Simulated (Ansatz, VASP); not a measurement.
# As (arsenene, 4 layers) in two plane-wave programs

Wanted: the spread between two codes on one cell, functional and k mesh. The cell is taken from a series of runs on this material, whose earlier steps may have relaxed, scaled, displaced or heated it; both programs get it as it stands.

Program: Ansatz 0.2.0. Level of theory: plane waves, with VASP 6.6.1 beside it; single point at PBE, spin-orbit coupling. Results are calculated unless marked as measured.

## Step 1: Set-up

The cell holds 8 atoms: 8 As. Its edges and angles: a = 3.610 Å, b = 3.610 Å, c = 32.600 Å, α = 90.0°, β = 90.0°, γ = 120.0°. Vacuum lies along c.

## Step 2: VASP: single point, PBE, spin-orbit coupling

A single point gives forces, pressure and levels at one fixed geometry, so differences don't come from the geometry; what else differs is listed under the comparison.

Lines of VASP's logs that name or quote its potential files are left out, and so is its time.

The input, INCAR:

```
SYSTEM = As
PREC = Accurate
ENCUT = 400
EDIFF = 1E-06
NELM = 200
ISMEAR = -1
SIGMA = 0.05
LREAL = .FALSE.
ALGO = Normal
GGA = PE
LNONCOLLINEAR = .TRUE.
MAGMOM = 0 0 0 0 0 0 0 0 0 0 0 0 0 0 0 0 0 0 0 0 0 0 0 0
NBANDS = 56
GGA_COMPAT = .FALSE.
LASPH = .TRUE.
LSORBIT = .TRUE.
LORBIT = 11
LWAVE = .FALSE.
LCHARG = .FALSE.
ISIF = 2
LDIPOL = .TRUE.
IDIPOL = 3
DIPOL = 0.5 0.5 0.5
LVHAR = .TRUE.
NELMDL = -8
KPAR = 2
```

The input, POSCAR:

```
As
1.0
    3.6100000000      0.0000000000      0.0000000000
   -1.8050000000      3.1263517077      0.0000000000
    0.0000000000      0.0000000000     32.6000000000
As
8
Direct
    0.6666666666      0.3333333332      0.3084551810
    0.3333333332      0.6666666666      0.3504337963
    0.9999999999      0.9999999999      0.4224589374
    0.6666666666      0.3333333332      0.4640029047
    0.3333333332      0.6666666666      0.5359970767
    0.9999999999      0.9999999999      0.5775410440
    0.6666666666      0.3333333332      0.6495661852
    0.3333333332      0.6666666666      0.6915448004
```

The input, KPOINTS:

```
Automatic mesh
0
Gamma
12 12 1
0 0 0
```

PAW data sets: As (PBE family, release 64).

The run is started by

```console
> mpirun -np 2 vasp_ncl
```

Numbers of over 12 decimals in the logs are rounded to 6 here.

The program printed:

```text
[banner, memory and clock lines left out]
running    2 mpi-ranks, on    1 nodes
 distrk:  each k-point on    1 cores,    2 groups
 distr:  one band on    1 cores,    1 groups

 POSCAR found type information on POSCAR As
 POSCAR found :  1 types and       8 ions
 LDA part: xc-table for (Slater+PW92), standard interpolation
 POSCAR, INCAR and KPOINTS ok, starting setup
 FFT: planning ... GRIDC
 FFT: planning ... GRID_SOFT
 FFT: planning ... GRID
 WAVECAR not read
 entering main loop
       N       E                     dE             d eps       ncg     rms          rms(c)
DAV:   1     0.228425419223E+03    0.22843E+03   -0.11980E+04  2176   0.889E+02
DAV:   2    -0.889752962943E+01   -0.23732E+03   -0.22743E+03  2976   0.181E+02
DAV:   3    -0.362293665292E+02   -0.27332E+02   -0.26871E+02  2528   0.645E+01
DAV:   4    -0.372036231786E+02   -0.97426E+00   -0.96379E+00  2936   0.134E+01
DAV:   5    -0.372323428035E+02   -0.28720E-01   -0.28641E-01  2976   0.209E+00
DAV:   6    -0.372332108816E+02   -0.86808E-03   -0.86720E-03  3000   0.366E-01
DAV:   7    -0.372332488637E+02   -0.37982E-04   -0.37947E-04  3056   0.643E-02
DAV:   8    -0.372332506067E+02   -0.17430E-05   -0.17419E-05  2704   0.119E-02    0.700E+00
DAV:   9    -0.371472920516E+02    0.85959E-01   -0.45363E-02  2472   0.949E-01    0.420E+00
DAV:  10    -0.371023457875E+02    0.44946E-01   -0.94211E-02  2536   0.149E+00    0.245E-01
DAV:  11    -0.371025962942E+02   -0.25051E-03   -0.66696E-03  2696   0.492E-01    0.141E-01
DAV:  12    -0.371028571060E+02   -0.26081E-03   -0.16156E-03  2464   0.188E-01    0.479E-02
DAV:  13    -0.371028049999E+02    0.52106E-04   -0.18459E-04  2736   0.834E-02    0.201E-02
DAV:  14    -0.371027900465E+02    0.14953E-04   -0.11104E-04  2648   0.508E-02    0.173E-02
DAV:  15    -0.371027910532E+02   -0.10067E-05   -0.29090E-05  2592   0.245E-02    0.902E-03
DAV:  16    -0.371028327137E+02   -0.41660E-04   -0.21094E-05  2576   0.177E-02    0.608E-03
DAV:  17    -0.371029430556E+02   -0.11034E-03   -0.10607E-05  2496   0.108E-02    0.338E-03
DAV:  18    -0.371030053157E+02   -0.62260E-04   -0.88304E-06  2232   0.797E-03    0.188E-03
DAV:  19    -0.371030314381E+02   -0.26122E-04   -0.13348E-06  2064   0.365E-03    0.999E-04
DAV:  20    -0.371030457333E+02   -0.14295E-04   -0.31671E-07  1760   0.177E-03    0.651E-04
DAV:  21    -0.371030564448E+02   -0.10711E-04   -0.16109E-07  1656   0.114E-03    0.479E-04
DAV:  22    -0.371030644171E+02   -0.79723E-05   -0.24378E-07  1752   0.904E-04    0.283E-04
DAV:  23    -0.371030663439E+02   -0.19268E-05   -0.30010E-08  1520   0.491E-04    0.967E-05
DAV:  24    -0.371030673287E+02   -0.98478E-06   -0.37292E-08  1528   0.362E-04
   1 F= -.37103067E+02 E0= -.37097625E+02  d E =-.108838E-01  mag=     0.0000    -0.0000     0.0000
```

OUTCAR, selected parts (step 2):

```text
ion  position               nearest neighbor table
   1  0.667  0.333  0.308-   2 2.49   2 2.49   2 2.49
   2  0.333  0.667  0.350-   1 2.49   1 2.49   1 2.49
   3  1.000  1.000  0.422-   4 2.49   4 2.49   4 2.49
   4  0.667  0.333  0.464-   3 2.49   3 2.49   3 2.49
   5  0.333  0.667  0.536-   6 2.49   6 2.49   6 2.49
   6  1.000  1.000  0.578-   5 2.49   5 2.49   5 2.49
   7  0.667  0.333  0.650-   8 2.49   8 2.49   8 2.49
   8  0.333  0.667  0.692-   7 2.49   7 2.49   7 2.49

  LATTYP: Found a hexagonal cell.
 ALAT       =     3.6100000000
 C/A-ratio  =     9.0304709141

 Subroutine GETGRP returns: Found 12 space group operations
 (whereof 12 operations were pure point group operations)

The static configuration has the point symmetry D_3d.

 Found     19 irreducible k-points:

   k-points           NKPTS =     19   k-points in BZ     NKDIM =     19   number of bands    NBANDS=     56

   dimension x,y,z NGX =    24 NGY =   24 NGZ =  216
   dimension x,y,z NGXF=    48 NGYF=   48 NGZF=  432

   ENCUT  =  400.0 eV  29.40 Ry    5.42 a.u.   5.89  5.89 53.16*2*pi/ulx,y,z

   NELECT =      40.0000    total number of electrons

 k-points in reciprocal lattice and weights: Automatic mesh
   0.00000000  0.00000000  0.00000000       0.007
   0.08333333  0.00000000  0.00000000       0.042
   0.16666667  0.00000000  0.00000000       0.042
   0.25000000  0.00000000  0.00000000       0.042
   0.33333333  0.00000000  0.00000000       0.042
   0.41666667  0.00000000  0.00000000       0.042
   0.50000000  0.00000000  0.00000000       0.021
   0.08333333  0.08333333  0.00000000       0.042
   0.16666667  0.08333333  0.00000000       0.083
[...]
0.33333333  0.25000000  0.00000000       0.083
   0.33333333  0.33333333  0.00000000       0.014

 dipolmoment           0.000000      0.000000      0.000014 electrons x Angstroem

 average (electrostatic) potential at core
       1 -54.9579       2 -55.0937       3 -55.1336       4 -55.1228       5 -55.1227
       6 -55.1335       7 -55.0936       8 -54.9577

 E-fermi :   0.4579

 k-point     1 :       0.0000    0.0000    0.0000
  band No.  band energies     occupation
    ...
     34      -0.8183      1.00000
     35      -0.7950      1.00000
     36      -0.7950      1.00000
     37      -0.2122      1.00000
     38      -0.2122      1.00000
     39       0.6424      0.02440
     40       0.6424      0.02440
     41       0.8097      0.00088
     42       0.8097      0.00088
     43       1.6562      0.00000
    ...

 k-point     2 :       0.0833    0.0000    0.0000
  band No.  band energies     occupation
    ...
     34      -1.0369      1.00000
     35      -0.8466      1.00000
     36      -0.8466      1.00000
     37       0.2214      0.99126
     38       0.2214      0.99126
     39       0.7854      0.00143
     40       0.7855      0.00143
     41       1.3013      0.00000
     42       1.3014      0.00000
     43       1.8856      0.00000
    ...

 k-point     3 :       0.1667    0.0000    0.0000
  band No.  band energies     occupation
    ...
     36      -0.9066      1.00000
     37      -0.4731      1.00000
     38      -0.4731      1.00000
     39       0.2143      0.99241
     40       0.2143      0.99241
     41       1.2411      0.00000
     42       1.2411      0.00000
     43       1.8135      0.00000
     44       1.8135      0.00000
     45       1.9916      0.00000
    ...

  Total        7.2152519      7.2152519      2.8315412      0.0000000      0.0000000      0.0000000
  in kB       31.4195126     31.4195126     12.3302203      0.0000000      0.0000000      0.0000000
  external PRESSURE =      25.0564151 kB  Pullay stress =       0.0000000 kB

  energy-cutoff  :      400.00
  volume of cell :      367.93
      direct lattice vectors                 reciprocal lattice vectors
     3.610000000  0.000000000  0.000000000     0.277008310  0.159930822  0.000000000
    -1.805000000  3.126351708  0.000000000     0.000000000  0.319861645  0.000000000
     0.000000000  0.000000000 32.600000000     0.000000000  0.000000000  0.030674847

 POSITION                                       TOTAL-FORCE (eV/Angst)
 -----------------------------------------------------------------------------------
      1.80500      1.04212     10.05564        -0.000000      0.000000     -0.188366
     -0.00000      2.08423     11.42414        -0.000000      0.000000     -0.028187
      1.80500      3.12635     13.77216         0.000000      0.000000     -0.063588
      1.80500      1.04212     15.12649         0.000000     -0.000000      0.038269
     -0.00000      2.08423     17.47350         0.000000      0.000000     -0.038269
      1.80500      3.12635     18.82784        -0.000000     -0.000000      0.063588
      1.80500      1.04212     21.17586         0.000000      0.000000      0.028187
     -0.00000      2.08423     22.54436         0.000000      0.000000      0.188366
 -----------------------------------------------------------------------------------
    total drift:                                0.000000      0.000000      0.001077

  FREE ENERGIE OF THE ION-ELECTRON SYSTEM (eV)
  ---------------------------------------------------
  free  energy   TOTEN  =       -37.1030673287 eV

  energy  without entropy=      -37.0921835511  energy(sigma->0) =      -37.09762544

 vacuum level on the upper side and lower side of the slab         4.593         4.593

 Spin-Orbit-Coupling matrix elements
 Ion:    1  E_soc:     -0.0256534
 Ion:    2  E_soc:     -0.0242964
 Ion:    3  E_soc:     -0.0251239
 Ion:    4  E_soc:     -0.0250753
 Ion:    5  E_soc:     -0.0250753
 Ion:    6  E_soc:     -0.0251239
 Ion:    7  E_soc:     -0.0242964
 Ion:    8  E_soc:     -0.0256534

 total charge
# of ion       s       p       d       tot
------------------------------------------
    1        1.295   1.383   0.042   2.721
    2        1.299   1.372   0.054   2.725
    3        1.302   1.378   0.054   2.734
    4        1.300   1.383   0.054   2.737
    5        1.300   1.383   0.054   2.737
    6        1.302   1.378   0.054   2.734
    7        1.299   1.372   0.054   2.725
    8        1.295   1.383   0.042   2.721
--------------------------------------------------
tot         10.393  11.033   0.407  21.833

 magnetization (x)
# of ion       s       p       d       tot
------------------------------------------
    1       -0.000  -0.000  -0.000  -0.000
    2        0.000   0.000  -0.000   0.000
    3        0.000   0.000  -0.000  -0.000
    4       -0.000   0.000   0.000  -0.000
    5       -0.000   0.000   0.000  -0.000
    6        0.000   0.000  -0.000  -0.000
    7        0.000   0.000  -0.000  -0.000
    8       -0.000  -0.000   0.000  -0.000
--------------------------------------------------
tot         -0.000  -0.000  -0.000  -0.000

 magnetization (y)
# of ion       s       p       d       tot
------------------------------------------
    1       -0.000   0.000   0.000   0.000
    2        0.000   0.000   0.000   0.000
    3        0.000   0.000   0.000   0.000
    4        0.000   0.000   0.000   0.000
    5        0.000  -0.000   0.000  -0.000
    6        0.000   0.000   0.000   0.000
    7        0.000   0.000   0.000   0.000
    8       -0.000   0.000   0.000  -0.000
--------------------------------------------------
tot         -0.000   0.000   0.000   0.000

 magnetization (z)
# of ion       s       p       d       tot
------------------------------------------
    1        0.000   0.000   0.000   0.000
    2        0.000   0.000   0.000   0.000
    3        0.000   0.000   0.000   0.000
    4        0.000   0.000   0.000   0.000
    5        0.000   0.000   0.000   0.000
    6        0.000   0.000   0.000   0.000
    7        0.000   0.000   0.000   0.000
    8        0.000   0.000   0.000   0.000
--------------------------------------------------
tot          0.000   0.000   0.000   0.000

[... 3 further parts left out ...]
```

[end of part 1 of 2]

[Lines on the potential files, build, host, timing and source positions are cut from VASP's logs without a mark.]

[Logs are printed without paths, hosts, clocks, repeated set-up lines and the standing remarks that a program may print on its own settings, such as how far it seeks lower states.]

[Hosts, paths, dates, database ids (printed as entryN), source tags and the programs' standing remarks are cut or masked in the printed files.]
